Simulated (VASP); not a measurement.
Computed with PBE GGA, VASP's PBE PAW potentials (set 64) (plane waves; VASP).

Input for VASP

KPOINTS:
```
Automatic mesh
0
Gamma
5 6 1
0 0 0
```

INCAR:
```
ALGO  =  Normal
DIPOL  =  0.5 0.5 0.5
EDIFF  =  1E-6
ENCUT  =  400
GGA  =  PE
IDIPOL  =  3
ISMEAR  =  1
LASPH  =  T
LCHARG  =  F
LDIPOL  =  T
LMAXMIX  =  6
LORBIT  =  11
LREAL  =  F
LVHAR  =  T
LWAVE  =  F
NELM  =  100
NELMIN  =  4
PREC  =  Normal
SIGMA  =  0.1
SYSTEM  =  Ta16Si
```

### POSCAR
```
Ta16Si
1
    6.6175636850     0.0000000000     0.0000000000
    3.3087818425     4.6793244014     0.0000000000
    0.0000000000     0.0000000000    21.0562424022
Ta Si
16 1
Direct
  0.7500783332   0.4998433335   0.3400303494
  0.2499216668   0.5001566665   0.3400303494
  0.7511355778   0.0000000000   0.3397402729
  0.2488644222   0.0000000000   0.3397402729
  1.0000000000   0.0000000000   0.4457191215
  0.5000000000   0.0000000000   0.4453001203
  1.0000000000   0.5000000000   0.4460533713
  0.5000000000   0.5000000000   0.4460533713
  0.7497892654   0.5004214692   0.5582750112
  0.2502107346   0.4995785308   0.5582750112
  0.7446257842   0.0000000000   0.5558956236
  0.2553742158   0.0000000000   0.5558956236
  1.0000000000   0.0000000000   0.6577658602
  0.5000000000   0.0000000000   0.6648657967
  1.0000000000   0.5000000000   0.6664944178
  0.5000000000   0.5000000000   0.6664944178
  1.0000000000   0.0000000000   0.7738510089
```

POTCAR, in this order: Ta Si (PBE.64 set). Program: vasp_std. Read from the step before: WAVECAR.

Output of the run:

File OSZICAR:
```
       N       E                     dE             d eps       ncg     rms          rms(c)
DAV:   1    -0.185401564299E+03   -0.18540E+03   -0.48909E-03  2717   0.186E-01    0.137E-01
DAV:   2    -0.185516205765E+03   -0.11464E+00   -0.51393E-01  3005   0.198E+00    0.134E+00
DAV:   3    -0.185399979313E+03    0.11623E+00   -0.42739E-01  3184   0.185E+00    0.119E-01
DAV:   4    -0.185400290522E+03   -0.31121E-03   -0.13640E-02  2536   0.276E-01    0.269E-02
DAV:   5    -0.185400353976E+03   -0.63454E-04   -0.92696E-04  2512   0.871E-02    0.144E-02
DAV:   6    -0.185400354520E+03   -0.54433E-06   -0.69003E-05  2672   0.233E-02    0.954E-03
DAV:   7    -0.185400353878E+03    0.64230E-06   -0.57487E-06  1928   0.718E-03
   1 F= -.18540035E+03 E0= -.18540127E+03  d E =0.275793E-02
```

OUTCAR:
```
------------------------ aborting loop because EDIFF is reached ----------------------------------------
  FORCE on cell =-STRESS in cart. coord.  units (eV):
  Direction    XX          YY          ZZ          XY          YZ          ZX
  --------------------------------------------------------------------------------------
  Total      -10.0914474     -9.7498420     -0.6640731      0.0000000      0.0000000      0.0000000
  in kB      -24.7971567    -23.9577487     -1.6317902      0.0000000      0.0000000      0.0000000
  external PRESSURE =     -16.7955652 kB  Pullay stress =       0.0000000 kB
  volume of cell :      652.02
      direct lattice vectors                 reciprocal lattice vectors
     6.617563685  0.000000000  0.000000000     0.151113015 -0.106853032  0.000000000
     3.308781843  4.679324401  0.000000000     0.000000000  0.213706064  0.000000000
     0.000000000  0.000000000 21.056242402     0.000000000  0.000000000  0.047491854
 POSITION                                       TOTAL-FORCE (eV/Angst)
 -----------------------------------------------------------------------------------
      6.61756      2.33893      7.15976         0.000000      0.000708      0.019846
      3.30878      2.34040      7.15976         0.000000     -0.000708      0.019846
      4.97069      0.00000      7.15365         0.003277      0.000000      0.010524
      1.64688      0.00000      7.15365        -0.003277     -0.000000      0.010524
      0.00000      0.00000      9.38517         0.000000      0.000000      0.005971
      3.30878      0.00000      9.37635         0.000000      0.000000      0.002061
      1.65439      2.33966      9.39221         0.000000      0.000000      0.011017
      4.96317      2.33966      9.39221         0.000000      0.000000      0.011017
      6.61756      2.34163     11.75517        -0.000000      0.010564      0.003292
      3.30878      2.33769     11.75517         0.000000     -0.010564      0.003292
      4.92761      0.00000     11.70507        -0.008794      0.000000     -0.009304
      1.68996      0.00000     11.70507         0.008794      0.000000     -0.009304
      0.00000      0.00000     13.85008         0.000000      0.000000     -0.003263
      3.30878      0.00000     13.99958         0.000000      0.000000     -0.030119
      1.65439      2.33966     14.03387         0.000000      0.000000     -0.011113
      4.96317      2.33966     14.03387         0.000000      0.000000     -0.011113
      0.00000      0.00000     16.29439         0.000000      0.000000     -0.023174
 -----------------------------------------------------------------------------------
    total drift:                               -0.000003     -0.000005      0.005380
  FREE ENERGIE OF THE ION-ELECTRON SYSTEM (eV)
  ---------------------------------------------------
  free  energy   TOTEN  =      -185.4003538779 eV

  energy  without entropy=     -185.4031118110  energy(sigma->0) =     -185.40127319

 total charge

# of ion       s       p       d       tot
------------------------------------------
    1        0.722   0.515   3.280   4.518
    2        0.722   0.515   3.280   4.518
    3        0.722   0.511   3.286   4.518
    4        0.722   0.511   3.286   4.518
    5        0.717   0.732   3.381   4.830
    6        0.719   0.734   3.404   4.858
    7        0.718   0.736   3.366   4.820
    8        0.718   0.736   3.366   4.820
    9        0.712   0.743   3.341   4.796
   10        0.712   0.743   3.341   4.796
   11        0.719   0.729   3.389   4.838
   12        0.719   0.729   3.389   4.838
   13        0.754   0.707   3.461   4.922
   14        0.709   0.519   3.253   4.482
   15        0.699   0.523   3.220   4.442
   16        0.699   0.523   3.220   4.442
   17        0.911   0.642   0.000   1.553
--------------------------------------------------
tot         12.395  10.850  53.264  76.509
```
(Selected blocks of OUTCAR.)

**OUTCAR**
```
 val. band max:        0.4166161851   @ k =   0.0000   0.3333   0.0000

 cond. band min:       0.4200209152   @ k =   0.0000   0.1667   0.0000


 Fermi energy:         0.4182981632

 k-point     1 :       0.0000    0.0000    0.0000
  band No.  band energies     occupation
      1      -7.2608      2.00000
      2      -6.5312      2.00000
      3      -5.5456      2.00000
      4      -4.4517      2.00000
      5      -4.0654      2.00000
      6      -3.7444      2.00000
      7      -3.7226      2.00000
      8      -3.7119      2.00000
      9      -3.6865      2.00000
     10      -3.6475      2.00000
     11      -3.2617      2.00000
     12      -3.1571      2.00000
     13      -2.9334      2.00000
     14      -2.9325      2.00000
     15      -2.9227      2.00000
     16      -2.8687      2.00000
     17      -2.8005      2.00000
     18      -2.7209      2.00000
     19      -2.2231      2.00000
     20      -1.3642      2.00000
     21      -1.1893      2.00000
     22      -1.1405      2.00000
     23      -1.1312      2.00000
     24      -1.0717      2.00000
     25      -1.0495      2.00000
     26      -1.0455      2.00000
     27      -0.9056      2.00000
     28      -0.8935      2.00000
     29      -0.8774      2.00000
     30      -0.7212      2.00000
     31      -0.5053      2.00000
     32      -0.2700      2.00000
     33      -0.0949      2.00000
     34       0.0048      2.00000
     35       0.0640      2.00001
     36       0.2060      2.01055
     37       0.2936      2.07077
     38       0.3265      2.02868
     39       0.3996      1.31034
     40       0.8636     -0.00000
     41       0.9083     -0.00000
     42       0.9213     -0.00000
     43       0.9220     -0.00000
     44       1.0477     -0.00000
     45       1.2872     -0.00000
     46       1.3118     -0.00000
     47       1.6858     -0.00000
     48       1.7710     -0.00000
     49       1.7856     -0.00000
     50       1.9660     -0.00000
     51       2.5023      0.00000
...
```

Unless said otherwise, spin-orbit coupling is left out, though it shifts the bands of the heavy elements here.

The cell is a thin slab with vacuum, built from Ta (bcc): (110) face, Si adsorbed.
